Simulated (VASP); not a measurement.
# Which native defect does Gd3Sn7 form most easily?, part 6 of 7

Which native defect is cheapest in Gd3Sn7, and how does that change with the growth condition? The start is a cell from a database of measured crystal structures.

VASP 6.6.1, plane waves and PAW; the level of theory is named at each step.

Still holding for the runs below: The data set Gd_3 holds the 4f electrons frozen in the core, so no f bands or f moments appear.

So far, formation energy of the neutral defect (eV): step 7 (energies of this defect, 39 atoms, defect vacancy, element …) 0.918; step 9 (Gd11Sn28, element Gd, defect Gd vacancy) 3.28.

## 10. The defect cell, 40 atoms, defect Sn on the Gd site

This step: LDA, 4f electrons in the core; plane waves and PAW (Sn, Gd_3) (VASP 6.6.1).

System of this step: Gd11Sn29. The cell holds 40 atoms: 29 Sn and 11 Gd. Its edges and angles: a = 13.838 Å, b = 13.838 Å, c = 8.727 Å, α = 80.9°, β = 80.9°, γ = 138.7°. It derives from Gd3Sn7. Nearest the centre at fractional (0.189, 0.811, 0.250): Sn1 at 0.00 Å, Sn27 at 3.14 Å, Sn28 at 3.14 Å, Sn29 at 3.14 Å, Sn26 at 3.14 Å, Sn20 at 3.22 Å, Sn21 at 3.22 Å, Sn8 at 3.22 Å.

File INCAR:

```
SYSTEM = Gd11Sn29
PREC = Normal
ENCUT = 300
EDIFF = 1E-05
NELM = 120
ISMEAR = 1
SIGMA = 0.2
LREAL = Auto
ALGO = Fast
GGA = CA
NBANDS = 136
LASPH = .TRUE.
LORBIT = 11
LWAVE = .FALSE.
LCHARG = .TRUE.
KPAR = 4
NCORE = 2
IBRION = 2
NSW = 50
ISIF = 2
EDIFFG = -0.03
POTIM = 0.4
MAXMIX = 40
ISYM = 2
```

File POSCAR:

```
Gd11Sn29
1.0
    2.1818620484     12.9496022637      4.3639213665
    2.1818620484    -12.9496022637      4.3639213665
    8.7274481936      0.0000000000      0.0000000000
Sn Gd
29 11
Direct
    0.1886862800      0.8113137200      0.2500000000
    0.0000000000      0.0000000000      0.2500000000
    0.0000000000      0.0000000000      0.7500000000
    0.5000000000      0.5000000000      0.5000000000
    0.5000000000      0.5000000000      0.0000000000
    0.3470145500      0.1529854500      0.1250000000
    0.3470145500      0.1529854500      0.6250000000
    0.8470145500      0.6529854500      0.3750000000
    0.8470145500      0.6529854500      0.8750000000
    0.1529854500      0.3470145500      0.1250000000
    0.1529854500      0.3470145500      0.6250000000
    0.6529854500      0.8470145500      0.3750000000
    0.6529854500      0.8470145500      0.8750000000
    0.4029211000      0.5970789000      0.2500000000
    0.4029211000      0.5970789000      0.7500000000
    0.9029211000      0.0970789000      0.5000000000
    0.9029211000      0.0970789000      0.0000000000
    0.5970789000      0.4029211000      0.2500000000
    0.5970789000      0.4029211000      0.7500000000
    0.0970789000      0.9029211000      0.5000000000
    0.0970789000      0.9029211000      0.0000000000
    0.5384150500      0.9615849500      0.1250000000
    0.5384150500      0.9615849500      0.6250000000
    0.0384150500      0.4615849500      0.3750000000
    0.0384150500      0.4615849500      0.8750000000
    0.9615849500      0.5384150500      0.1250000000
    0.9615849500      0.5384150500      0.6250000000
    0.4615849500      0.0384150500      0.3750000000
    0.4615849500      0.0384150500      0.8750000000
    0.1886862800      0.8113137200      0.7500000000
    0.6886862800      0.3113137200      0.5000000000
    0.6886862800      0.3113137200      0.0000000000
    0.8113137200      0.1886862800      0.2500000000
    0.8113137200      0.1886862800      0.7500000000
    0.3113137200      0.6886862800      0.5000000000
    0.3113137200      0.6886862800      0.0000000000
    0.2500000000      0.2500000000      0.8750000000
    0.2500000000      0.2500000000      0.3750000000
    0.7500000000      0.7500000000      0.1250000000
    0.7500000000      0.7500000000      0.6250000000
```

File KPOINTS:

```
Automatic mesh
0
Gamma
3 3 3
0 0 0
```

Potentials, in the order of the species: Sn and Gd_3 (PBE family, release 64).

Run with:

```console
$ mpirun -np 8 vasp_std
```

The log of the run:

```text
[banner, memory and clock lines left out]
running    8 mpi-ranks, on    1 nodes
[...]
[... a notice as in an earlier step ...]

 LDA part: xc-table for (Slater(with rela. corr.)+CA(PZ))
 , standard interpolation
 POSCAR, INCAR and KPOINTS ok, starting setup
[...]
entering main loop
       N       E                     dE             d eps       ncg     rms          rms(c)
DAV:   1     0.790411749505E+03    0.79041E+03   -0.63667E+04  2768   0.869E+02
DAV:   2    -0.124141838496E+03   -0.91455E+03   -0.87350E+03  3152   0.238E+02
DAV:   3    -0.210732577003E+03   -0.86591E+02   -0.83773E+02  3592   0.552E+01
DAV:   4    -0.213762781751E+03   -0.30302E+01   -0.29816E+01  3328   0.105E+01
[...]
RMM:  12    -0.210972777401E+03    0.36006E-04   -0.94039E-04  2892   0.509E-02    0.361E-02
RMM:  13    -0.210972783266E+03   -0.58656E-05   -0.29178E-04  3088   0.244E-02    0.154E-02
RMM:  14    -0.210972786541E+03   -0.32747E-05   -0.63546E-05  2346   0.108E-02
   1 F= -.21097279E+03 E0= -.21097691E+03  d E =-.210973E+03
[... from here on, the cycles between the ionic steps are left out ...]
   2 F= -.21100131E+03 E0= -.21100523E+03  d E =-.285194E-01
   3 F= -.21104437E+03 E0= -.21104785E+03  d E =-.715821E-01
   4 F= -.21102357E+03 E0= -.21102625E+03  d E =-.507809E-01
   5 F= -.21105297E+03 E0= -.21105614E+03  d E =-.801862E-01
   6 F= -.21106835E+03 E0= -.21107153E+03  d E =-.153735E-01
   7 F= -.21108874E+03 E0= -.21109202E+03  d E =-.357654E-01
   8 F= -.21110119E+03 E0= -.21110455E+03  d E =-.124536E-01
   9 F= -.21110320E+03 E0= -.21110662E+03  d E =-.144664E-01
  10 F= -.21110778E+03 E0= -.21111128E+03  d E =-.457221E-02
  11 F= -.21110833E+03 E0= -.21111186E+03  d E =-.512259E-02
  12 F= -.21110836E+03 E0= -.21111190E+03  d E =-.515679E-02
  13 F= -.21110974E+03 E0= -.21111319E+03  d E =-.138237E-02
 trial-energy change:   -0.001382  1 .order   -0.001319   -0.001939   -0.000700
 step:   4.9885(harm=  5.5901)  dis= 0.00671  next Energy=  -211.109886 (dE=-0.152E-02)
 reached required accuracy - stopping structural energy minimisation
```

Elapsed: 17 min, on 8 MPI ranks of Intel Xeon Platinum 8259CL at 2.50GHz (Skylake/Cascade Lake), shared host; peak memory 3.2 GiB; 1.8 h of CPU time.

From OUTCAR (step 10):

```text
  Total       -0.2537690      2.7206103      5.3926419      0.0000000      0.0000000     -0.1470722
  in kB       -0.4121910      4.4190234      8.7591415      0.0000000      0.0000000     -0.2388859
  external PRESSURE =       4.2553247 kB  Pullay stress =       0.0000000 kB

 POSITION                                       TOTAL-FORCE (eV/Angst)
 -----------------------------------------------------------------------------------
      4.36372     -7.75095      4.36392         0.000000      0.001289     -0.000000
      4.36372    -12.94934      4.36392         0.000000      0.020462     -0.000000
      8.72745    -12.88169      4.36392         0.000000      0.005445     -0.000000
      6.54481      0.01033      4.36717         0.004685     -0.002929     -0.003545
      2.18264      0.01033      4.36067        -0.004685     -0.002929      0.003545
      2.18372      2.52470      2.17208         0.003536      0.002079      0.007467
      6.54629      2.47641      2.19562        -0.001513      0.004496      0.003727
      6.54373      2.52470      6.55576        -0.003536      0.002079     -0.007467
     10.90860      2.47641      6.53222         0.001513      0.004496     -0.003727
      2.17877     -2.53108      2.18427        -0.000162      0.003439     -0.003124
      6.55082     -2.52348      2.17920        -0.000168      0.004784      0.002322
      6.54868     -2.53108      6.54358         0.000162      0.003439      0.003124
     10.90407     -2.52348      6.54864         0.000168      0.004784     -0.002322
      4.36372     -2.51491      4.36392         0.000000      0.003874     -0.000000
[...]
-----------------------------------------------------------------------------------
    total drift:                               -0.000000     -0.057047     -0.000000

  FREE ENERGIE OF THE ION-ELECTRON SYSTEM (eV)
  ---------------------------------------------------
  free  energy   TOTEN  =      -211.1097437973 eV

  energy  without entropy=     -211.1200693814  energy(sigma->0) =     -211.11318566

[... 3 parts as in an earlier step ...]

[... 1 further part left out ...]
[key lines of the parts left out:]
E-fermi :   5.5577
```

Relaxation path:

```
step  energy less that of the first step (eV)  largest force (eV/Å)
   1                                   0.0000                0.5015
   2                                  -0.0285                0.4504
   3                                  -0.0716                0.3389
   4                                  -0.0508                0.3844
   5                                  -0.0802                0.2458
   6                                  -0.0956                0.2229
   7                                  -0.1160                0.1306
   8                                  -0.1284                0.0793
   9                                  -0.1304                0.0738
  10                                  -0.1350                0.0383
  11                                  -0.1355                0.0332
  12                                  -0.1356                0.0349
  13                                  -0.1370                0.0205
```

The atoms that moved most (Å):

| atom | dx | dy | dz | length |
| --- | --- | --- | --- | --- |
| Sn1 | 0.000 | 0.312 | 0.000 | 0.312 |
| Sn22 | -0.001 | 0.071 | 0.047 | 0.085 |
| Sn24 | 0.001 | 0.071 | -0.047 | 0.085 |
| Sn3 | 0.000 | 0.068 | 0.000 | 0.068 |
| Gd36 | 0.022 | -0.039 | 0.001 | 0.045 |
| Gd35 | -0.022 | -0.039 | -0.001 | 0.045 |
| Sn18 | 0.000 | -0.042 | 0.000 | 0.042 |
| Sn19 | 0.000 | -0.041 | 0.000 | 0.041 |

The relaxed structure:

```
Sn Gd
1.0
     2.18186   12.94960    4.36392
     2.18186  -12.94960    4.36392
     8.72745    0.00000    0.00000
Sn Gd
29 11
Direct
  0.20073 0.79927 0.25000
  0.00001 0.99999 0.25000
  0.00262 0.99738 0.75000
  0.50077 0.49997 0.49972
  0.50003 0.49923 0.00028
  0.34635 0.15139 0.12578
  0.34718 0.15595 0.62430
  0.84861 0.65365 0.37422
  0.84405 0.65282 0.87570
  0.15254 0.34799 0.12451
  0.15225 0.34712 0.62576
  0.65201 0.84746 0.37549
  0.65288 0.84775 0.87424
  0.40290 0.59710 0.25000
  0.40185 0.59815 0.75000
  0.90278 0.09791 0.50017
  0.90209 0.09722 0.99983
  0.59545 0.40455 0.25000
  0.59548 0.40452 0.75000
  0.09730 0.90278 0.50157
  0.09722 0.90270 0.99843
  0.54654 0.96422 0.12225
  0.53778 0.96032 0.62566
  0.03578 0.45346 0.37775
  0.03968 0.46222 0.87434
  0.95870 0.53636 0.12489
  0.95868 0.53617 0.62767
  0.46364 0.04130 0.37511
  0.46383 0.04132 0.87233
  0.18819 0.81181 0.75000
  0.68854 0.31368 0.49957
  0.68632 0.31146 0.00043
  0.81115 0.18885 0.25000
  0.81122 0.18878 0.75000
  0.30973 0.69008 0.49750
  0.30992 0.69027 0.00250
  0.24804 0.25061 0.87627
  0.24796 0.25017 0.37460
  0.74983 0.75204 0.12540
  0.74939 0.75196 0.62373
```

The run ended after 13 ionic steps, 0.137 eV below its first step, once the forces on the free atoms met EDIFFG = -0.03.

The 10 first neighbours (Sn) lie 3.22 Å from the site on average (3.14 to 3.38) in the perfect crystal and 3.28 Å on average from the atom on it after the relaxation (+1.7 %, spread from 3.12 to 3.46 Å).

## 11. Energies of this defect, 40 atoms, defect substitution, element Gd

This step: point defect, LDA; plane waves and PAW (VASP 6.6.1).

Derived from the runs above.

Formation energy:

| formation energy (eV) | largest move (Å) |
| --- | --- |
| 2.904 | 0.3118 |

The formation energy is the energy of the relaxed defect cell less that of the perfect cell, with each removed atom booked to its reference and each added atom taken from it.

References, in eV an atom: Gd -5.271 (crystal P6_3/mmc) and Sn -4.493 (crystal I4_1/amd). They were run at the supercell's cutoff and functional, without U, and count both elements from their own phases.

The formation energy is 2.904 eV, and the largest move of an atom 0.31 Å.

## 12. Relaxing the defect, 40 atoms, defect Gd on the Sn site

This step: LDA, 4f electrons in the core; plane waves and PAW (Gd_3, Sn) (VASP 6.6.1).

System of this step: Gd13Sn27. The cell holds 40 atoms: 13 Gd and 27 Sn. Cell: a = 13.838 Å, b = 13.838 Å, c = 8.727 Å, α = 80.9°, β = 80.9°, γ = 138.7°. It derives from Gd3Sn7. Nearest the centre at fractional (0.000, 0.000, 0.250): Gd13 at 0.00 Å, Gd12 at 3.09 Å, Gd11 at 3.09 Å, Gd10 at 3.09 Å, Gd9 at 3.09 Å, Sn21 at 3.33 Å, Sn17 at 3.33 Å, Sn23 at 3.33 Å.

INCAR: that of step 10 with these lines changed.

```diff
@@ -1,2 +1,2 @@
-SYSTEM = Gd11Sn29
+SYSTEM = Gd13Sn27
 PREC = Normal
@@ -10,3 +10,3 @@
 GGA = CA
-NBANDS = 136
+NBANDS = 144
 LASPH = .TRUE.
```

POSCAR: that of step 10 with these lines changed.

```diff
@@ -1,2 +1,2 @@
-Gd11Sn29
+Gd13Sn27
 1.0
@@ -5,6 +5,17 @@
     8.7274481936      0.0000000000      0.0000000000
-Sn Gd
-29 11
+Gd Sn
+13 27
 Direct
     0.1886862800      0.8113137200      0.2500000000
+    0.1886862800      0.8113137200      0.7500000000
+    0.6886862800      0.3113137200      0.5000000000
+    0.6886862800      0.3113137200      0.0000000000
+    0.8113137200      0.1886862800      0.2500000000
+    0.8113137200      0.1886862800      0.7500000000
+    0.3113137200      0.6886862800      0.5000000000
+    0.3113137200      0.6886862800      0.0000000000
+    0.2500000000      0.2500000000      0.8750000000
+    0.2500000000      0.2500000000      0.3750000000
+    0.7500000000      0.7500000000      0.1250000000
+    0.7500000000      0.7500000000      0.6250000000
     0.0000000000      0.0000000000      0.2500000000
@@ -37,12 +48 @@
     0.4615849500      0.0384150500      0.8750000000
-    0.1886862800      0.8113137200      0.7500000000
-    0.6886862800      0.3113137200      0.5000000000
-    0.6886862800      0.3113137200      0.0000000000
-    0.8113137200      0.1886862800      0.2500000000
-    0.8113137200      0.1886862800      0.7500000000
-    0.3113137200      0.6886862800      0.5000000000
-    0.3113137200      0.6886862800      0.0000000000
-    0.2500000000      0.2500000000      0.8750000000
-    0.2500000000      0.2500000000      0.3750000000
-    0.7500000000      0.7500000000      0.1250000000
-    0.7500000000      0.7500000000      0.6250000000
```

KPOINTS is that of step 10.

PAW data sets: Gd_3 and Sn (PBE family, release 64).

Run with:

```console
$ mpirun -np 8 vasp_std
```

The log of the run:

```text
[... set-up lines as in an earlier step ...]
 entering main loop
       N       E                     dE             d eps       ncg     rms          rms(c)
DAV:   1     0.847877102670E+03    0.84788E+03   -0.67621E+04  2920   0.867E+02
DAV:   2    -0.125095231295E+03   -0.97297E+03   -0.92294E+03  3344   0.248E+02
DAV:   3    -0.215349123466E+03   -0.90254E+02   -0.87079E+02  3768   0.560E+01
DAV:   4    -0.218398043727E+03   -0.30489E+01   -0.30029E+01  3504   0.105E+01
[...]
RMM:  13    -0.215376229613E+03    0.46740E-05   -0.51861E-04  3253   0.421E-02    0.256E-02
RMM:  14    -0.215376244980E+03   -0.15367E-04   -0.20362E-04  3202   0.195E-02    0.167E-02
RMM:  15    -0.215376245788E+03   -0.80822E-06   -0.43324E-05  2249   0.958E-03
   1 F= -.21537625E+03 E0= -.21536945E+03  d E =-.215376E+03
[... from here on, the cycles between the ionic steps are left out ...]
   2 F= -.21556527E+03 E0= -.21555967E+03  d E =-.189025E+00
   3 F= -.21571414E+03 E0= -.21571046E+03  d E =-.337895E+00
   4 F= -.21571652E+03 E0= -.21571309E+03  d E =-.340275E+00
   5 F= -.21576414E+03 E0= -.21576121E+03  d E =-.476209E-01
   6 F= -.21580014E+03 E0= -.21579791E+03  d E =-.836235E-01
   7 F= -.21580367E+03 E0= -.21580172E+03  d E =-.871516E-01
   8 F= -.21582300E+03 E0= -.21582194E+03  d E =-.193271E-01
   9 F= -.21583044E+03 E0= -.21583028E+03  d E =-.267636E-01
  10 F= -.21583051E+03 E0= -.21583041E+03  d E =-.268337E-01
  11 F= -.21583305E+03 E0= -.21583326E+03  d E =-.254689E-02
  12 F= -.21583391E+03 E0= -.21583430E+03  d E =-.340137E-02
  13 F= -.21583395E+03 E0= -.21583471E+03  d E =-.343985E-02
  14 F= -.21583423E+03 E0= -.21583479E+03  d E =-.372573E-02
  15 F= -.21583514E+03 E0= -.21583599E+03  d E =-.912042E-03
 trial-energy change:   -0.000912  1 .order   -0.000914   -0.001901    0.000072
 step:   2.8619(harm=  2.8619)  dis= 0.00430  next Energy=  -215.835148 (dE=-0.915E-03)
 reached required accuracy - stopping structural energy minimisation
```

Wall time 19 min (8 MPI ranks); peak memory 3.3 GiB; 2.3 h of CPU time.

From OUTCAR (step 12):

```text
  Total        1.0660031      0.3256744      6.1282308      0.0000000      0.0000000     -0.0912508
  in kB        1.7314838      0.5289853      9.9539413      0.0000000      0.0000000     -0.1482165
  external PRESSURE =       4.0714701 kB  Pullay stress =       0.0000000 kB

 POSITION                                       TOTAL-FORCE (eV/Angst)
 -----------------------------------------------------------------------------------
      4.36372     -8.11156      4.36392         0.000000      0.022531      0.000000
      8.72745     -8.11424      4.36392         0.000000      0.013470      0.000000
      6.54632      4.88902      4.38666         0.003730     -0.004497      0.001515
      2.18113      4.88902      4.34118        -0.003730     -0.004497     -0.001515
      4.36372      8.11156      4.36392         0.000000     -0.022531      0.000000
      8.72745      8.11424      4.36392        -0.000000     -0.013470      0.000000
      6.54632     -4.88902      4.38666         0.003730      0.004497      0.001515
      2.18113     -4.88902      4.34118        -0.003730      0.004497     -0.001515
      8.58224      0.00000      2.29455         0.001861      0.000000     -0.018219
      4.50830      0.00000      2.29770        -0.001286      0.000000      0.003218
      4.21915      0.00000      6.43014         0.001286      0.000000     -0.003218
      8.87266      0.00000      6.43330        -0.001861      0.000000      0.018219
      2.18186      0.00000      0.00000        -0.000000      0.000000      0.000000
      6.54559      0.00000      0.00000         0.000000      0.000000      0.000000
[...]
-----------------------------------------------------------------------------------
    total drift:                                0.000000      0.000000     -0.000000

  FREE ENERGIE OF THE ION-ELECTRON SYSTEM (eV)
  ---------------------------------------------------
  free  energy   TOTEN  =      -215.8351443402 eV

  energy  without entropy=     -215.8376821937  energy(sigma->0) =     -215.83599029

[... 3 parts as in an earlier step ...]

[... 1 further part left out ...]
[key lines of the parts left out:]
E-fermi :   5.4439
```

The steps of the relaxation:

```csv
step,energy less that of the first step (eV),largest force (eV/Å)
1,0.0000,1.1258
2,-0.1890,0.7626
3,-0.3379,0.4837
4,-0.3403,0.5737
5,-0.3879,0.3890
6,-0.4239,0.1773
7,-0.4274,0.2465
8,-0.4468,0.1266
9,-0.4542,0.0568
10,-0.4543,0.0586
11,-0.4568,0.0308
12,-0.4577,0.0332
13,-0.4577,0.0705
14,-0.4580,0.0461
15,-0.4589,0.0225
```

The atoms that moved most (Å):

```
atom      dx      dy      dz  length
Gd11  -0.145   0.000  -0.116   0.185
Gd10   0.145   0.000   0.116   0.185
Gd12   0.145   0.000  -0.113   0.184
 Gd9  -0.145   0.000   0.113   0.184
Sn16  -0.004   0.000  -0.101   0.101
Sn15   0.004   0.000   0.101   0.101
Sn27   0.013   0.089   0.000   0.090
Sn31   0.013  -0.089   0.000   0.090
```

Final coordinates:

```cif
data_structure
_symmetry_space_group_name_H-M 'P 1'
_symmetry_Int_Tables_number 1
_cell_length_a 13.8382
_cell_length_b 13.8382
_cell_length_c 8.7274
_cell_angle_alpha 80.928
_cell_angle_beta 80.928
_cell_angle_gamma 138.711
_cell_volume 986.39
loop_
_atom_site_label
_atom_site_type_symbol
_atom_site_fract_x
_atom_site_fract_y
_atom_site_fract_z
_atom_site_occupancy
Gd1 Gd 0.18680 0.81320 0.25000 1
Gd2 Gd 0.18670 0.81330 0.75000 1
Gd3 Gd 0.69138 0.31383 0.49878 1
Gd4 Gd 0.68617 0.30862 0.00122 1
Gd5 Gd 0.81320 0.18680 0.25000 1
Gd6 Gd 0.81330 0.18670 0.75000 1
Gd7 Gd 0.31383 0.69138 0.49878 1
Gd8 Gd 0.30862 0.68617 0.00122 1
Gd9 Gd 0.26290 0.26290 0.85191 1
Gd10 Gd 0.26326 0.26326 0.38494 1
Gd11 Gd 0.73674 0.73674 0.11506 1
Gd12 Gd 0.73710 0.73710 0.64809 1
Gd13 Gd 0.00000 0.00000 0.25000 1
Sn14 Sn 0.00000 0.00000 0.75000 1
Sn15 Sn 0.51159 0.51159 0.49466 1
Sn16 Sn 0.48841 0.48841 0.00534 1
Sn17 Sn 0.34480 0.15506 0.12524 1
Sn18 Sn 0.34901 0.15403 0.62392 1
Sn19 Sn 0.84494 0.65520 0.37476 1
Sn20 Sn 0.84597 0.65099 0.87608 1
Sn21 Sn 0.15506 0.34480 0.12524 1
Sn22 Sn 0.15403 0.34901 0.62392 1
Sn23 Sn 0.65520 0.84494 0.37476 1
Sn24 Sn 0.65099 0.84597 0.87608 1
Sn25 Sn 0.40252 0.59748 0.25000 1
Sn26 Sn 0.40273 0.59727 0.75000 1
Sn27 Sn 0.90641 0.09369 0.50141 1
Sn28 Sn 0.90631 0.09359 0.99859 1
Sn29 Sn 0.59748 0.40252 0.25000 1
Sn30 Sn 0.59727 0.40273 0.75000 1
Sn31 Sn 0.09369 0.90641 0.50141 1
Sn32 Sn 0.09359 0.90631 0.99859 1
Sn33 Sn 0.53739 0.96131 0.12462 1
Sn34 Sn 0.53839 0.96137 0.62590 1
Sn35 Sn 0.03869 0.46261 0.37538 1
Sn36 Sn 0.03863 0.46161 0.87410 1
Sn37 Sn 0.96131 0.53739 0.12462 1
Sn38 Sn 0.96137 0.53839 0.62590 1
Sn39 Sn 0.46261 0.03869 0.37538 1
Sn40 Sn 0.46161 0.03863 0.87410 1
```

The run ended after 15 ionic steps, 0.459 eV below its first step, once the forces on the free atoms met EDIFFG = -0.03.

The 12 first neighbours (Gd and Sn) lie 3.25 Å from the site on average (3.09 to 3.33) in the perfect crystal and 3.28 Å on average from the atom on it after the relaxation (+0.8 %).

## 13. Energies of this defect, 40 atoms, defect substitution, element Sn

This step: point defect, LDA; plane waves and PAW (VASP 6.6.1).

Derived from the runs above.

E_f is E(defect cell) less E(perfect cell), corrected for the atoms exchanged with their references.

References, in eV an atom: Gd -5.271 (crystal P6_3/mmc) and Sn -4.493 (crystal I4_1/amd). They were run at the supercell's cutoff and functional, without U, and count both elements from their own phases.

The formation energy is -0.262 eV, and the largest move of an atom 0.19 Å.

[end of part 6 of 7]

[Lines on the potential files, build, host, timing and source positions are cut from VASP's logs without a mark.]

[Logs are printed without paths, hosts, clocks, repeated set-up lines and the standing remarks that a program may print on its own settings, such as how far it seeks lower states.]

[Hosts, paths, dates, database ids (printed as entryN), source tags and the programs' standing remarks are cut or masked in the printed files.]

[In band tables of VASP the shares of atoms and orbitals are scaled to a sum of 1 inside the atoms' spheres.]

[Runs that stopped without an error message from VASP are left out.]
